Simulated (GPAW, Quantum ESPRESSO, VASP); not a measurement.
# One structure in several programs: ZrH (P1, 4 atoms in the cell)

Self-consistent single point, at a second geometry (atoms moved at random). First geometry:

```yaml
crystal:
  lattice:
    - [3.26696, 0.00000, 0.00000]
    - [0.00000, 3.26696, 0.00000]
    - [0.00000, 0.00000, 5.04998]
  atoms:
    - { symbol: Zr, position: [0.00000, 0.50000, 0.50000] }
    - { symbol: Zr, position: [0.50000, 0.00000, 0.00000] }
    - { symbol: H, position: [0.50000, 0.50000, 0.25000] }
    - { symbol: H, position: [0.50000, 0.50000, 0.75000] }
```

Second geometry:
```
ZrH
1.0
    3.26696     0.00000     0.00000
    0.00000     3.26696     0.00000
    0.00000     0.00000     5.04998
Zr H
2 2
Direct
  0.00431   0.48601   0.49182
  0.49222   0.99840   0.01125
  0.49644   0.50599   0.24516
  0.50704   0.50960   0.75176
```

Shared settings, as Quantum ESPRESSO writes them: occupations = smearing; smearing = fd; degauss = 0.0036749 Ry; K_POINTS = automatic 7 7 5 0 0 0. Potentials and cutoffs stand in the table.

```
code                                                                              model  ΔF from the first geometry (meV/atom)  pressure (GPa)  largest force (eV/Å)  cutoff
----------------  ---------------------------------------------------------------------  -------------------------------------  --------------  --------------------  ------
Quantum ESPRESSO  PBEsol, PseudoDojo standard norm-conserving (PBESOL) pseudopotentials                                    9.5           -5.99                 0.558   75 Ry
GPAW                              PBEsol, GPAW PAW datasets PBEsol (made by gpaw-setup)                                    9.5           -6.37                 0.553  800 eV
VASP                                         PBEsol, VASP's PBE PAW potentials (set 64)                                    9.5           -7.21                 0.556  300 eV
```

Size of the force on each atom (eV/Å): Sizes of forces hide their directions.

| code | Zr1 | Zr2 | H3 | H4 |
|---|---|---|---|---|
| Quantum ESPRESSO | 0.443 | 0.558 | 0.278 | 0.225 |
| GPAW | 0.438 | 0.553 | 0.278 | 0.226 |
| VASP | 0.442 | 0.556 | 0.276 | 0.222 |

The spread over the programs that give each value: ΔF from the first geometry within 0.0 meV/atom; pressure within 1.22 GPa; largest force within 0.005 eV/Å.

VASP's run is marked for a possible Pulay error in its stress at this cutoff; no cutoff test was made.

The starting cell comes from a database of computed structures (which also holds hypothetical and non-ambient phases and stackings), without a prior relaxation at this level. Its lattice was rescaled by a random factor within 2.5 % of one. For this run, on top of that: atoms moved at random.

Left out of this page: Ansatz, ABINIT, CP2K and SIESTA (not drawn, or without a comparable value).
